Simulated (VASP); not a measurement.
**A point defect in a supercell of CaPd3**

Aim: the formation energy and local structure of a point defect in CaPd3. The cell is invented: other elements were put on sites of a known structure type. It may not be a known or stable phase.

Calculated with VASP 6.6.1; PBE; plane waves and PAW (Ca_pv, Pd), in the first sound run; inputs show where later runs differ.

### 1. The host crystal

It takes space group I4/mmm (No. 139, tetragonal). The conventional cell has a = 3.853 Å, b = 3.853 Å, c = 9.370 Å, α = 90.00°, β = 90.00°, γ = 90.00°. Ca has 12 Pd at 2.72 to 3.03 Å nearest. Nearest to Pd lie 8 Pd at 2.72 to 3.03 Å and 4 Ca at 3.03 Å. Nearest to Pd lie 4 Ca at 2.72 Å and 8 Pd at 3.03 Å. Farther neighbours are not listed.

Coordinates:

```cif
data_structure
_symmetry_space_group_name_H-M 'P 1'
_symmetry_Int_Tables_number 1
_cell_length_a 5.4199
_cell_length_b 5.4199
_cell_length_c 5.4199
_cell_angle_alpha 138.353
_cell_angle_beta 138.353
_cell_angle_gamma 60.363
_cell_volume 69.57
loop_
_atom_site_label
_atom_site_type_symbol
_atom_site_fract_x
_atom_site_fract_y
_atom_site_fract_z
_atom_site_occupancy
Ca1 Ca 0.00000 0.00000 0.00000 1
Pd2 Pd 0.75000 0.25000 0.50000 1
Pd3 Pd 0.25000 0.75000 0.50000 1
Pd4 Pd 0.50000 0.50000 0.00000 1
```

### 2. Relaxing the host crystal

First cell and atoms are relaxed at a raised cutoff, so that later runs start from this functional's own cell.

INCAR

```
SYSTEM = CaPd3
PREC = Accurate
ENCUT = 350
EDIFF = 1E-06
NELM = 120
ISMEAR = 0
SIGMA = 0.05
LREAL = .FALSE.
ALGO = Normal
GGA = PE
NBANDS = 25
LORBIT = 11
LWAVE = .FALSE.
LCHARG = .FALSE.
IBRION = 2
NSW = 40
ISIF = 3
EDIFFG = -0.02
POTIM = 0.4
```

POSCAR

```
CaPd3
1.0
   -1.9267160900      1.9267160900      4.6851471900
    1.9267160900     -1.9267160900      4.6851471900
    1.9267160900      1.9267160900     -4.6851471900
Ca Pd
1 3
Direct
    0.0000000000      0.0000000000      0.0000000000
    0.7500000000      0.2500000000      0.5000000000
    0.2500000000      0.7500000000      0.5000000000
    0.5000000000      0.5000000000      0.0000000000
```

KPOINTS

```
Automatic mesh
0
Gamma
7 7 7
0 0 0
```

PAW data sets: Ca_pv and Pd (PBE family, release 64).

On the command line:

```console
> export OMP_NUM_THREADS=8
> mpirun -np 1 vasp_std
```

The log of the run:

```text
[banner, memory and clock lines left out]
running    1 mpi-ranks, on    1 nodes
 distrk:  each k-point on    1 cores,    1 groups
 distr:  one band on    1 cores,    1 groups
 Offloading initialized ...    1 GPUs detected
 POSCAR found type information on POSCAR CaPd
 POSCAR found :  2 types and       4 ions
 LDA part: xc-table for (Slater+PW92), standard interpolation
 POSCAR, INCAR and KPOINTS ok, starting setup
 FFT: planning ... GRIDC
 FFT: planning ... GRID_SOFT
 FFT: planning ... GRID
 WAVECAR not read
 entering main loop
       N       E                     dE             d eps       ncg     rms          rms(c)
DAV:   1     0.285420141412E+03    0.28542E+03   -0.12051E+04  2122   0.166E+03
DAV:   2     0.167833559751E+02   -0.26864E+03   -0.25643E+03  2246   0.374E+02
DAV:   3    -0.182880535922E+02   -0.35071E+02   -0.32402E+02  2718   0.107E+02
DAV:   4    -0.198630404359E+02   -0.15750E+01   -0.15551E+01  2437   0.282E+01
DAV:   5    -0.199245063940E+02   -0.61466E-01   -0.61409E-01  3220   0.461E+00    0.913E+00
DAV:   6    -0.193578291130E+02    0.56668E+00   -0.83136E+00  2900   0.276E+01    0.571E+00
DAV:   7    -0.190476394203E+02    0.31019E+00   -0.20387E+00  2662   0.164E+01    0.240E+00
DAV:   8    -0.190144724186E+02    0.33167E-01   -0.21587E-01  2705   0.569E+00    0.149E+00
DAV:   9    -0.190118978687E+02    0.25745E-02   -0.11704E-02  2496   0.104E+00    0.347E-01
DAV:  10    -0.190114969999E+02    0.40087E-03   -0.28711E-03  2675   0.463E-01    0.531E-02
DAV:  11    -0.190114868850E+02    0.10115E-04   -0.29186E-04  2464   0.190E-01    0.256E-02
DAV:  12    -0.190114846711E+02    0.22139E-05   -0.35071E-05  2715   0.686E-02    0.341E-03
DAV:  13    -0.190114846428E+02    0.28268E-07   -0.17944E-06  1436   0.924E-03
   1 F= -.19011485E+02 E0= -.19009991E+02  d E =-.190115E+02
 curvature:   0.00 expect dE= 0.000E+00 dE for cont linesearch  0.000E+00
 trial: gam= 0.00000 g(F)=  0.120E-47 g(S)=  0.293E+00 ort = 0.000E+00 (trialstep = 0.100E+01)
 search vector abs. value=  0.293E+00
 bond charge predicted
       N       E                     dE             d eps       ncg     rms          rms(c)
DAV:   1    -0.205436556547E+02   -0.15322E+01   -0.39450E+01  2180   0.537E+01    0.771E+00
DAV:   2    -0.194405970665E+02    0.11031E+01   -0.60677E+00  2751   0.205E+01    0.356E+00
DAV:   3    -0.192538340724E+02    0.18676E+00   -0.59479E-01  3043   0.831E+00    0.169E+00
DAV:   4    -0.192127184183E+02    0.41116E-01   -0.14763E-01  2718   0.476E+00    0.104E+00
DAV:   5    -0.191982923448E+02    0.14426E-01   -0.61729E-02  2534   0.286E+00    0.312E-01
DAV:   6    -0.191981263450E+02    0.16600E-03   -0.45542E-03  2766   0.695E-01    0.157E-01
DAV:   7    -0.191981584060E+02   -0.32061E-04   -0.63712E-04  3063   0.195E-01    0.379E-02
DAV:   8    -0.191981568716E+02    0.15345E-05   -0.62175E-05  2730   0.788E-02    0.177E-02
DAV:   9    -0.191981569302E+02   -0.58669E-07   -0.92379E-06  2709   0.340E-02
   2 F= -.19198157E+02 E0= -.19196214E+02  d E =-.186672E+00
[...]
3 F= -.19229322E+02 E0= -.19227261E+02  d E =-.217838E+00
[...]
4 F= -.19368205E+02 E0= -.19366918E+02  d E =-.138883E+00
[...]
5 F= -.19399113E+02 E0= -.19397922E+02  d E =-.169791E+00
[...]
6 F= -.19400622E+02 E0= -.19399585E+02  d E =-.171300E+00
[...]
7 F= -.19414840E+02 E0= -.19413867E+02  d E =-.142174E-01
 trial-energy change:   -0.014217  1 .order   -0.014929   -0.024131   -0.005727
 step:   1.9237(harm=  1.7127)  dis= 0.00000  next Energy=   -19.416118 (dE=-0.155E-01)
 bond charge predicted
       N       E                     dE             d eps       ncg     rms          rms(c)
DAV:   1    -0.194565202008E+02   -0.41681E-01   -0.19441E+00  2024   0.106E+01    0.129E+00
DAV:   2    -0.194253611052E+02    0.31159E-01   -0.15308E-01  3033   0.331E+00    0.623E-01
DAV:   3    -0.194185183413E+02    0.68428E-02   -0.14339E-02  2984   0.125E+00    0.313E-01
DAV:   4    -0.194158748946E+02    0.26434E-02   -0.48166E-03  2636   0.612E-01    0.939E-02
DAV:   5    -0.194158422829E+02    0.32612E-04   -0.55077E-04  2595   0.260E-01    0.664E-02
DAV:   6    -0.194158250523E+02    0.17231E-04   -0.77487E-05  2861   0.116E-01    0.205E-02
DAV:   7    -0.194158243200E+02    0.73229E-06   -0.68791E-06  2959   0.205E-02
   8 F= -.19415824E+02 E0= -.19415085E+02  d E =-.152020E-01
 curvature:  -1.59 expect dE=-0.464E-04 dE for cont linesearch -0.334E-04
 trial: gam= 0.00000 g(F)=  0.330E-48 g(S)=  0.292E-04 ort =-0.994E-03 (trialstep = 0.143E+01)
 search vector abs. value=  0.292E-04
 reached required accuracy - stopping structural energy minimisation
```

Run time: 1.8 min. Hardware: 1 × NVIDIA H100 80GB HBM3, 81559 MiB with 1 MPI rank of AMD EPYC 7R13 (Zen 3), shared host; peak memory 1.7 GiB.

The logs omit lines about the potential files and the build; timing stands in the text.

OUTCAR, selected parts (step 2):

```text
ion  position               nearest neighbor table
   1  0.000  0.000  0.000-   4 2.72   4 2.72   4 2.72   4 2.72   3 3.03   2 3.03   3 3.03   3 3.03
                             2 3.03   2 3.03   3 3.03   2 3.03
   2  0.750  0.250  0.500-   3 2.72   3 2.72   3 2.72   3 2.72   4 3.03   1 3.03   4 3.03   1 3.03
                             4 3.03   4 3.03   1 3.03   1 3.03
   3  0.250  0.750  0.500-   2 2.72   2 2.72   2 2.72   2 2.72   4 3.03   1 3.03   4 3.03   4 3.03
                             1 3.03   1 3.03   4 3.03   1 3.03
   4  0.500  0.500  0.000-   1 2.72   1 2.72   1 2.72   1 2.72   3 3.03   2 3.03   3 3.03   2 3.03
                             3 3.03   3 3.03   2 3.03   2 3.03

  LATTYP: Found a body centered tetragonal cell.
 ALAT       =     3.8534321800
 C/A-ratio  =     2.4316749179

 Subroutine GETGRP returns: Found 16 space group operations
 (whereof 16 operations were pure point group operations)

The static configuration has the point symmetry D_4h.

 Found     40 irreducible k-points:

   k-points           NKPTS =     40   k-points in BZ     NKDIM =     40   number of bands    NBANDS=     25

   dimension x,y,z NGX =    36 NGY =   36 NGZ =   36
   dimension x,y,z NGXF=    72 NGYF=   72 NGZF=   72

   ENCUT  =  350.0 eV  25.72 Ry    5.07 a.u.   8.27  8.27  8.27*2*pi/ulx,y,z

   NELECT =      38.0000    total number of electrons

 k-points in reciprocal lattice and weights: Automatic mesh
   0.00000000  0.00000000  0.00000000       0.003
   0.14285714  0.00000000  0.00000000       0.023
   0.28571429  0.00000000  0.00000000       0.023
   0.42857143  0.00000000  0.00000000       0.023
   0.14285714  0.14285714  0.00000000       0.023
   0.28571429  0.14285714  0.00000000       0.047
   0.42857143  0.14285714  0.00000000       0.047
  -0.42857143  0.14285714  0.00000000       0.047
  -0.28571429  0.14285714  0.00000000       0.047
[...]
-0.42857143  0.42857143  0.42857143       0.012
  -0.42857143 -0.42857143  0.42857143       0.006

 average (electrostatic) potential at core
       1 -42.3297       2 -72.6556       3 -72.6556       4 -72.7263

 E-fermi :   7.0971

 k-point     1 :       0.0000    0.0000    0.0000
  band No.  band energies     occupation
    ...
     15       6.0115      2.00000
     16       6.0115      2.00000
     17       6.1781      2.00000
     18       6.3435      2.00000
     19       7.0720      1.52252
     20      11.0241      0.00000
     21      11.0445      0.00000
     22      11.0445      0.00000
     23      11.4987      0.00000
     24      11.6769      0.00000
    ...

 k-point     2 :       0.1429    0.0000    0.0000
  band No.  band energies     occupation
    ...
     15       5.9737      2.00000
     16       5.9999      2.00000
     17       6.1609      2.00000
     18       6.2922      2.00000
     19       6.9524      1.99996
     20       9.7381      0.00000
     21      10.7485      0.00000
     22      11.1601      0.00000
     23      11.5498      0.00000
     24      12.5270      0.00000
    ...

 k-point     3 :       0.2857    0.0000    0.0000
  band No.  band energies     occupation
    ...
     15       5.8400      2.00000
     16       5.9202      2.00000
     17       6.1227      2.00000
     18       6.2276      2.00000
     19       6.7722      2.00000
     20       8.2518      0.00000
     21       9.9920      0.00000
     22      11.1498      0.00000
     23      11.7343      0.00000
     24      12.3516      0.00000
    ...

  Total       -0.0386376     -0.0386376      0.0065847      0.0000000      0.0000000     -0.0000000
  in kB       -0.8733270     -0.8733270      0.1488332      0.0000000      0.0000000     -0.0000000
  external PRESSURE =      -0.5326069 kB  Pullay stress =       0.0000000 kB

  energy-cutoff  :      350.00
  volume of cell :       70.88
      direct lattice vectors                 reciprocal lattice vectors
    -2.112672942  2.112672942  3.970267367     0.000000000  0.236667016  0.125936103
     2.112672942 -2.112672942  3.970267367     0.236667016  0.000000000  0.125936103
     2.112672942  2.112672942 -3.970267367     0.236667016  0.236667016  0.000000000

 POSITION                                       TOTAL-FORCE (eV/Angst)
 -----------------------------------------------------------------------------------
     -2.11267      2.11267      3.97027        -0.000000      0.000000      0.000000
      0.00000      2.11267      1.98513         0.000000     -0.000000      0.000000
      2.11267      0.00000      1.98513        -0.000000     -0.000000      0.000000
      0.00000      0.00000      3.97027        -0.000000      0.000000      0.000000
 -----------------------------------------------------------------------------------
    total drift:                               -0.000000      0.000000      0.000000

  FREE ENERGIE OF THE ION-ELECTRON SYSTEM (eV)
  ---------------------------------------------------
  free  energy   TOTEN  =       -19.4158243200 eV

  energy  without entropy=      -19.4143458766  energy(sigma->0) =      -19.41508510

 reached required accuracy - stopping structural energy minimisation

 total charge
# of ion       s       p       d       tot
------------------------------------------
    1        0.340   6.238   0.658   7.236
    2        0.459   0.291   8.601   9.351
    3        0.459   0.291   8.601   9.351
    4        0.455   0.310   8.559   9.324
--------------------------------------------------
tot          1.713   7.130  26.420  35.263

[... 3 further parts left out ...]
```

The k-mesh is coarse for a metal. The run keeps the 16 symmetry operations of its start, so it cannot find a distortion of lower symmetry.

Relaxation path:

| step | energy less that of the first step (eV) | largest force (eV/Å) | pressure (GPa) | volume (Å³) |
| --- | --- | --- | --- | --- |
| 1 | 0.0000 | 0.0000 | 3.60 | 69.57 |
| 2 | -0.1867 | 0.0000 | -1.78 | 72.69 |
| 3 | -0.2178 | 0.0000 | -4.49 | 74.85 |
| 4 | -0.3567 | 0.0000 | -1.35 | 71.84 |
| 5 | -0.3876 | 0.0000 | 0.93 | 70.13 |
| 6 | -0.3891 | 0.0000 | 1.74 | 69.57 |
| 7 | -0.4034 | 0.0000 | 0.44 | 70.47 |
| 8 | -0.4043 | 0.0000 | -0.05 | 70.88 |

| cell as run | before | after | change |
| --- | --- | --- | --- |
| a (Å) | 5.420 | 4.969 | -8.3 % |
| b (Å) | 5.420 | 4.969 | -8.3 % |
| c (Å) | 5.420 | 4.969 | -8.3 % |
| α (°) | 138.35 | 129.68 | -6.3 % |
| β (°) | 138.35 | 129.68 | -6.3 % |
| γ (°) | 60.36 | 73.93 | +22.5 % |
| volume (Å³/atom) | 17.39 | 17.72 | +1.9 % |

Final coordinates:

```xyz
4
Lattice="-2.1127 2.1127 3.9703 2.1127 -2.1127 3.9703 2.1127 2.1127 -3.9703" Properties=species:S:1:pos:R:3 pbc="T T T"
Ca    0.0000    0.0000    0.0000
Pd    0.0000    2.1127    1.9851
Pd    2.1127    0.0000    1.9851
Pd    0.0000    0.0000    3.9703
```

This step gave:

```
electronic cycles                               : 74
electrons                                       : 38
free energy (TOTEN)                             : -19.42 eV
energy at zero smearing                         : -19.42 eV
Fermi energy                                    : 7.097 eV
labelled metallic, from the levels on this mesh : yes
```

The run ended after 8 ionic steps, 0.404 eV below its first step, once forces and stress met EDIFFG = -0.02.

(Continued in part 2 of 4.)

[Lines on the potential files, build, host, timing and source positions are cut from VASP's logs without a mark.]

[Logs are printed without paths, hosts, clocks, repeated set-up lines and the standing remarks that a program may print on its own settings, such as how far it seeks lower states.]

[Hosts, paths, dates, database ids (printed as entryN), source tags and the programs' standing remarks are cut or masked in the printed files.]

[In band tables of VASP the shares of atoms and orbitals are scaled to a sum of 1 inside the atoms' spheres.]

[Runs that stopped without an error message from VASP are left out.]
